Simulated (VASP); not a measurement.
**Ta$_{2}$O$_{5}$ (space group P2/m): computed properties**

Calculation: r2SCAN meta-GGA, VASP's PBE PAW potentials (set 64) (plane waves; VASP).

```json
{
  "space_group": "P2/m (10)",
  "cell": "a = 3.845 Å, b = 3.864 Å, c = 6.781 Å, α = γ = 90.00°, β = 105.67°",
  "volume_per_atom": "13.86 Å³/atom",
  "band gap (over mesh and band path)": "2.65 eV",
  "smallest direct gap (over mesh and band path)": "3.31 eV",
  "band_edge_character": "indirect, E to B",
  "density": "7.56 g/cm³"
}
```

```yaml
crystal:
  lattice:
    - [3.84506, 0.00000, -0.00335]
    - [0.00000, 3.86404, 0.00000]
    - [-1.82635, 0.00000, 6.53066]
  atoms:
    - { symbol: Ta, position: [0.64852, 0.00000, 0.79140] }
    - { symbol: Ta, position: [0.35148, 0.00000, 0.20860] }
    - { symbol: O, position: [0.66221, 0.50000, 0.79909] }
    - { symbol: O, position: [0.33779, 0.50000, 0.20091] }
    - { symbol: O, position: [0.18908, 0.00000, 0.87030] }
    - { symbol: O, position: [0.81092, 0.00000, 0.12970] }
    - { symbol: O, position: [0.50000, 0.00000, 0.50000] }
```

Unless said otherwise, spin-orbit coupling is left out, though it shifts the bands of the heavy elements here.

The structure comes from a computed database's Ta2O5 entry (P2/m); how it stands against other phases isn't given here. It was relaxed first. Symmetry was kept, so distortions that lower it aren't found.
